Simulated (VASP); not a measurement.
Computed with PBE GGA with D3 dispersion (Becke-Johnson damping), VASP's PBE PAW potentials (set 64) (plane waves; VASP 6.6.1).

VASP ran on this input.

**INCAR**
```
ALGO = Normal
EDIFF = 1E-7
EDIFFG = -0.01
ENCUT = 520
GGA = PE
IBRION = 2
ISIF = 4
ISMEAR = 1
IVDW = 12
LASPH = .TRUE.
LCHARG = .FALSE.
LMAXMIX = 4
LREAL = .FALSE.
LWAVE = .FALSE.
NELM = 100
NSW = 30
PREC = Accurate
SIGMA = 0.1
SYSTEM = MoSi2
```

File POSCAR:
```
MoSi2
1
   -1.6204182139     1.6204182139     3.9747943409
    1.6204182139    -1.6204182139     3.9747943409
    1.6204182139     1.6204182139    -3.9747943409
Si Mo
2 1
Direct
  0.6655014272   0.6655014272   1.0000000000
  0.3344985728   0.3344985728   0.0000000000
  1.0000000000   1.0000000000   1.0000000000
```

### KPOINTS
```
Automatic mesh
0
Gamma
13 13 13
0 0 0
```

POTCAR, in this order: Si Mo_sv (PBE.64 set). Program: vasp_std.

What VASP printed:

**OSZICAR**
```
       N       E                     dE             d eps       ncg     rms          rms(c)
DAV:   1     0.124104750863E+03    0.12410E+03   -0.11355E+04  5904   0.139E+03
DAV:   2    -0.211046258477E+02   -0.14521E+03   -0.14313E+03  7287   0.337E+02
DAV:   3    -0.241704866491E+02   -0.30659E+01   -0.30057E+01  7939   0.444E+01
DAV:   4    -0.241848042104E+02   -0.14318E-01   -0.14315E-01  6594   0.362E+00
DAV:   5    -0.241849388302E+02   -0.13462E-03   -0.13461E-03  8100   0.321E-01    0.197E+01
DAV:   6    -0.234289122242E+02    0.75603E+00   -0.82871E+00  6895   0.192E+01    0.423E+00
DAV:   7    -0.232821552595E+02    0.14676E+00   -0.13433E+00  6639   0.725E+00    0.410E+00
DAV:   8    -0.232463890006E+02    0.35766E-01   -0.13037E-01  6923   0.298E+00    0.458E-01
DAV:   9    -0.232456463682E+02    0.74263E-03   -0.25784E-03  7343   0.452E-01    0.260E-01
DAV:  10    -0.232456146736E+02    0.31695E-04   -0.87357E-04  7035   0.273E-01    0.602E-02
DAV:  11    -0.232455974186E+02    0.17255E-04   -0.36448E-04  6923   0.149E-01    0.457E-02
DAV:  12    -0.232455898154E+02    0.76032E-05   -0.34695E-05  6708   0.430E-02    0.123E-02
DAV:  13    -0.232455892510E+02    0.56440E-06   -0.23726E-06  7714   0.908E-03    0.137E-03
DAV:  14    -0.232455891320E+02    0.11896E-06   -0.97692E-08  3822   0.227E-03    0.987E-04
DAV:  15    -0.232455891017E+02    0.30338E-07   -0.75928E-09  3178   0.608E-04
   1 F= -.24909942E+02 E0= -.24909897E+02  d E =-.249099E+02
       N       E                     dE             d eps       ncg     rms          rms(c)
DAV:   1    -0.232520357773E+02   -0.64466E-02   -0.22062E-01  6188   0.453E+00    0.413E-01
DAV:   2    -0.232479984907E+02    0.40373E-02   -0.74877E-03  7462   0.716E-01    0.206E-01
DAV:   3    -0.232468976924E+02    0.11008E-02   -0.32514E-03  7511   0.457E-01    0.732E-02
DAV:   4    -0.232468693049E+02    0.28388E-04   -0.21309E-04  6664   0.109E-01    0.272E-02
DAV:   5    -0.232468658332E+02    0.34717E-05   -0.11120E-05  7175   0.220E-02    0.127E-02
DAV:   6    -0.232468655136E+02    0.31963E-06   -0.19864E-06  7749   0.913E-03    0.242E-03
DAV:   7    -0.232468654587E+02    0.54895E-07   -0.16931E-07  4554   0.314E-03
   2 F= -.24911372E+02 E0= -.24911300E+02  d E =-.143070E-02
       N       E                     dE             d eps       ncg     rms          rms(c)
DAV:   1    -0.232471529709E+02   -0.28746E-03   -0.75900E-03  6139   0.840E-01    0.765E-02
DAV:   2    -0.232470128766E+02    0.14009E-03   -0.26442E-04  7483   0.134E-01    0.383E-02
DAV:   3    -0.232469743687E+02    0.38508E-04   -0.11163E-04  7518   0.841E-02    0.139E-02
DAV:   4    -0.232469732691E+02    0.10996E-05   -0.77731E-06  6664   0.207E-02    0.506E-03
DAV:   5    -0.232469731615E+02    0.10752E-06   -0.41440E-07  6965   0.423E-03    0.237E-03
DAV:   6    -0.232469731612E+02    0.31832E-09   -0.63717E-08  3220   0.172E-03
   3 F= -.24911451E+02 E0= -.24911389E+02  d E =-.150917E-02
       N       E                     dE             d eps       ncg     rms          rms(c)
DAV:   1    -0.232473307005E+02   -0.35754E-03   -0.12635E-02  6867   0.973E-01    0.818E-02
DAV:   2    -0.232471651873E+02    0.16551E-03   -0.47568E-04  7147   0.169E-01    0.422E-02
DAV:   3    -0.232471236871E+02    0.41500E-04   -0.11853E-04  7294   0.839E-02    0.155E-02
DAV:   4    -0.232471202035E+02    0.34836E-05   -0.16414E-05  7259   0.302E-02    0.598E-03
DAV:   5    -0.232471201114E+02    0.92094E-07   -0.94773E-07  6720   0.632E-03
   4 F= -.24911582E+02 E0= -.24911516E+02  d E =-.131217E-03
```

### OUTCAR
```
------------------------ aborting loop because EDIFF is reached ----------------------------------------
 Edisp (eV)   -1.66446
  FORCE on cell =-STRESS in cart. coord.  units (eV):
  Direction    XX          YY          ZZ          XY          YZ          ZX
  --------------------------------------------------------------------------------------
  Total      -2.92141    -2.92141    -2.91421     0.00000     0.00000     0.00000
  in kB    -112.11776  -112.11776  -111.84137     0.00000     0.00000     0.00000
  external pressure =     -112.03 kB  Pullay stress =        0.00 kB
  volume of cell :       41.75
      direct lattice vectors                 reciprocal lattice vectors
    -1.622720533  1.622720533  3.963523449     0.000000000  0.308124529  0.126150383
     1.622720533 -1.622720533  3.963523449     0.308124529  0.000000000  0.126150383
     1.622720533  1.622720533 -3.963523449     0.308124529  0.308124529  0.000000000
 POSITION                                       TOTAL-FORCE (eV/Angst)
 -----------------------------------------------------------------------------------
      0.00000      0.00000      5.26791         0.000000      0.000000     -0.000689
      0.00000      0.00000      2.65914         0.000000      0.000000      0.000689
      0.00000      0.00000      0.00000        -0.000000     -0.000000     -0.000000
 -----------------------------------------------------------------------------------
    total drift:                               -0.000000      0.000000     -0.000000
  FREE ENERGIE OF THE ION-ELECTRON SYSTEM (eV)
  ---------------------------------------------------
  free  energy   TOTEN  =       -24.9115821514 eV

  energy  without entropy=      -24.9113823905  energy(sigma->0) =      -24.91151556

 reached required accuracy - stopping structural energy minimisation
```
(Selected blocks of OUTCAR.)

**CONTCAR**
```
MoSi2
   1.00000000000000
    -1.6227205331879688    1.6227205331879688    3.9635234491025839
     1.6227205331879688   -1.6227205331879688    3.9635234491025839
     1.6227205331879688    1.6227205331879688   -3.9635234491025839
  Si              Mo
     2     1
Direct
     0.6645482913598266    0.6645482913598266    0.0000000000000000
     0.3354517086401734    0.3354517086401734    0.0000000000000000
     0.0000000000000000    0.0000000000000000    0.0000000000000000
```

The compound is MoSi2 in the MoSi2 type structure. This cell is one point of a volume scan, at 1.06 of the reference volume. Symmetry was kept, so distortions that lower it aren't found.
